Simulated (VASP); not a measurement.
All values below come from optB88-vdW, VASP's PBE PAW potentials (set 64) (plane waves; VASP 6.6.1).

The input files of a VASP run:

### INCAR
```
# general
SYSTEM    =  Ti
PREC      =  Accurate
ENCUT     =  520
LREAL     =  .FALSE.   # projection in real space or not
LASPH     =  .TRUE.   # aspherical one-centre terms
ICHARG    =  11

# electronic loop
EDIFF     =  1E-7   # SCF stop (eV)
NELM      =  100   # most electronic steps
ALGO      =  Normal   # blocked Davidson
LMAXMIX   =  4

# smearing
ISMEAR    =  0   # Gaussian
SIGMA     =  0.05   # width (eV)

# functional
GGA       =  BO
LUSE_VDW  =  .TRUE.
AGGAC     =  0.0
PARAM1    =  0.1833333333
PARAM2    =  0.22

# output
LWAVE     =  .FALSE.
LCHARG    =  .FALSE.
LORBIT    =  11   # lm-projected
```

File POSCAR:
```
Ti
1
    1.4589386883    -2.5269559902    -0.0000000000
    1.4589386883     2.5269559902    -0.0000000000
   -0.0000000000     0.0000000000     4.6308070825
Ti
2
Direct
  0.3333330000   0.6666670000   0.2500000000
  0.6666670000   0.3333330000   0.7500000000
```

### KPOINTS
```
k-points along high-symmetry lines
10
Line-mode
Reciprocal
  0.000000   0.000000   0.000000 ! GAMMA
 -0.000000   0.500000   0.000000 ! M

 -0.000000   0.500000   0.000000 ! M
 -0.333333   0.666667   0.000000 ! K

 -0.333333   0.666667   0.000000 ! K
  0.000000   0.000000   0.000000 ! GAMMA

  0.000000   0.000000   0.000000 ! GAMMA
  0.000000   0.000000   0.500000 ! A

  0.000000   0.000000   0.500000 ! A
 -0.000000   0.500000   0.500000 ! L

 -0.000000   0.500000   0.500000 ! L
 -0.333333   0.666667   0.500000 ! H

 -0.333333   0.666667   0.500000 ! H
  0.000000   0.000000   0.500000 ! A

 -0.000000   0.500000   0.500000 ! L
 -0.000000   0.500000   0.000000 ! M

 -0.333333   0.666667   0.500000 ! H
 -0.333333   0.666667   0.000000 ! K
```

POTCAR, in this order: Ti_sv (PBE.64 set). Program: vasp_std. Read from the step before: CHGCAR.

The run wrote:

File OUTCAR:
```
 ion  position               nearest neighbor table
   1  0.333  0.667  0.250-   2 2.86   2 2.86   2 2.86   2 2.86   2 2.86   2 2.86
   2  0.667  0.333  0.750-   1 2.86   1 2.86   1 2.86   1 2.86   1 2.86   1 2.86
  LATTYP: Found a hexagonal cell.
 ALAT       =     2.9178774259
 C/A-ratio  =     1.5870464747
 Subroutine PRICEL returns:
 Original cell was already a primitive cell.
 Subroutine GETGRP returns: Found 24 space group operations
The static configuration has the point symmetry D_3d.
 The point group associated with its full space group is D_6h.
The dynamic configuration has the point symmetry D_3d.
 Subroutine INISYM returns: Found 24 space group operations
   k-points           NKPTS =     90   k-points in BZ     NKDIM =     90   number of bands    NBANDS=     16
   number of dos      NEDOS =    301   number of ions     NIONS =      2
   total plane-waves  NPLWV =  20736
   dimension x,y,z NGX =    24 NGY =   24 NGZ =   36
   dimension x,y,z NGXF=    48 NGYF=   48 NGZF=   72
   ions per type =               2
   PREC   = accura    normal or accurate (medium, high low for compatibility)
   ISTART =      0    job   : 0-new  1-cont  2-samecut
   ICHARG =     11    charge: 1-file 2-atom 10-const
   ISPIN  =      1    spin polarized calculation?
   LNONCOLLINEAR =      F non collinear calculations
   LSORBIT =      F    spin-orbit coupling
   INIWAV =      1    electr: 0-lowe 1-rand  2-diag
   ENCUT  =  520.0 eV  38.22 Ry    6.18 a.u.   5.43  5.43  8.61*2*pi/ulx,y,z
   NELM   =    100;   NELMIN=  2; NELMDL= -5     # of ELM steps
   EDIFF  = 0.1E-06   stopping-criterion for ELM
   LREAL  =      F    real-space projection
   NLSPLINE    = F    spline interpolate recip. space projectors
   LMAXMIX     =    4 max onsite mixed and CHGCAR
   VOSKOWN=      0    Vosko Wilk Nusair interpolation
   EDIFFG = 0.1E-05   stopping-criterion for IOM
   NSW    =      0    number of steps for IOM
   NBLOCK =      1;   KBLOCK =      1    inner block; outer block
   IBRION =     -1    ionic relax: 0-MD 1-quasi-New 2-CG
   NFREE  =      0    steps in history (QN), initial steepest desc. (CG)
   ISIF   =      2    stress and relaxation
   ISYM   =      2    0-nonsym 1-usesym 2-fastsym
   TEIN   =    0.0    initial temperature
   TEBEG  =    0.0;   TEEND  =   0.0 temperature during run
   SMASS  =  -3.00    Nose mass-parameter (am)
   PSTRESS=    0.0 pullay stress
   NELECT =      24.0000    total number of electrons
   EFERMI =   0.00;   METHOD = LEGACY
   ISMEAR =     0;   SIGMA  =   0.05  broadening in eV -4-tet -1-fermi 0-gaus
   IALGO  =     38    algorithm
   LDIAG  =      T    sub-space diagonalisation (order eigenvalues)
   IMIX   =      4    mixing-type and parameters
     AMIX     =   0.40;   BMIX     =  1.00
     AMIX_MAG =   1.60;   BMIX_MAG =  1.00
     AMIN     =   0.10
   GGA     = BO    functional components
   VOSKOWN =     0    Vosko Wilk Nusair interpolation
   LHFCALC =     F    Hartree Fock is set to
   LHFONE  =     F    Hartree Fock one center treatment
   AEXX    =    0.0000 exact exchange contribution
   LUSE_VDW   =     T    switch on vdW DFT
   IVDW    =     0    specifies the selected vdW correction
   LEPSILON=     F    determine dielectric tensor
   LRPA    =     F    only Hartree local field effects (RPA)
  energy-cutoff  :      520.00
  volume of cell :       34.14
      direct lattice vectors                 reciprocal lattice vectors
     1.458938688 -2.526955990  0.000000000     0.342714882 -0.197866525  0.000000000
     1.458938688  2.526955990  0.000000000     0.342714882  0.197866525  0.000000000
     0.000000000  0.000000000  4.630807082     0.000000000  0.000000000  0.215945079
 k-point     1 :   0.0000 0.0000 0.0000  plane waves:     941
 k-point     2 :   0.0000 0.0556 0.0000  plane waves:     945
 k-point     3 :   0.0000 0.1111 0.0000  plane waves:     937
 k-point     4 :   0.0000 0.1667 0.0000  plane waves:     921
 k-point     5 :   0.0000 0.2222 0.0000  plane waves:     929
 k-point     6 :   0.0000 0.2778 0.0000  plane waves:     925
 k-point     7 :   0.0000 0.3333 0.0000  plane waves:     918
...
```

OSZICAR:
```
       N       E                     dE             d eps       ncg     rms          rms(c)
DAV:   1     0.261028553647E+03    0.26103E+03   -0.14044E+04  2880   0.191E+03
DAV:   2     0.209693183706E+02   -0.24006E+03   -0.23881E+03  2944   0.501E+02
DAV:   3    -0.820640130442E+01   -0.29176E+02   -0.28880E+02  5624   0.137E+02
DAV:   4    -0.959290553642E+01   -0.13865E+01   -0.13847E+01  3040   0.316E+01
DAV:   5    -0.967817280561E+01   -0.85267E-01   -0.85264E-01  4648   0.522E+00
DAV:   6    -0.967879121008E+01   -0.61840E-03   -0.61840E-03  3040   0.561E-01
DAV:   7    -0.967881362427E+01   -0.22414E-04   -0.22415E-04  4904   0.956E-02
DAV:   8    -0.967881390745E+01   -0.28317E-06   -0.28180E-06  3160   0.877E-03
DAV:   9    -0.967881391860E+01   -0.11149E-07   -0.11937E-07  3128   0.162E-03
   1 F= -.96788139E+01 E0= -.96766831E+01  d E =-.426163E-02
```

### OUTCAR
```
 val. band max:        8.4654468873   @ k =  -0.1852   0.5926   0.5000

 cond. band min:       8.4831610422   @ k =  -0.1852   0.3704   0.5000



 k-point     1 :       0.0000    0.0000    0.0000
  band No.  band energies     occupation
      1     -48.3026      2.00000
      2     -48.1550      2.00000
      3     -25.0250      2.00000
      4     -24.3431      2.00000
      5     -24.3431      2.00000
      6     -24.2795      2.00000
      7     -24.2382      2.00000
      8     -24.2382      2.00000
      9       2.3027      2.00000
     10       5.6961      2.00000
     11       9.1438      0.00000
     12       9.1439      0.00000
     13       9.2330      0.00000
     14       9.3163      0.00000
     15       9.6449      0.00000
     16       9.6449      0.00000

 k-point     2 :       0.0000    0.0556    0.0000
  band No.  band energies     occupation
      1     -48.2993      2.00000
      2     -48.1537      2.00000
      3     -25.0178      2.00000
      4     -24.3580      2.00000
      5     -24.3481      2.00000
      6     -24.2825      2.00000
      7     -24.2538      2.00000
      8     -24.2402      2.00000
      9       2.3909      2.00000
     10       5.7657      2.00000
     11       8.9496      0.00000
     12       9.1192      0.00000
     13       9.2063      0.00000
     14       9.3914      0.00000
     15       9.6007      0.00000
     16       9.7005      0.00000

 k-point     3 :       0.0000    0.1111    0.0000
  band No.  band energies     occupation
      1     -48.2896      2.00000
      2     -48.1498      2.00000
      3     -24.9967      2.00000
      4     -24.4011      2.00000
      5     -24.3623      2.00000
      6     -24.2982      2.00000
      7     -24.2915      2.00000
      8     -24.2460      2.00000
      9       2.6504      2.00000
     10       5.9622      2.00000
     11       8.6676      0.00000
     12       8.6742      0.00000
     13       9.3902      0.00000
     14       9.4503      0.00000
...
```

The density is held fixed in this step, so its total energy and stress have no physical meaning.

The compound is Ti in the hcp structure. It was relaxed first.
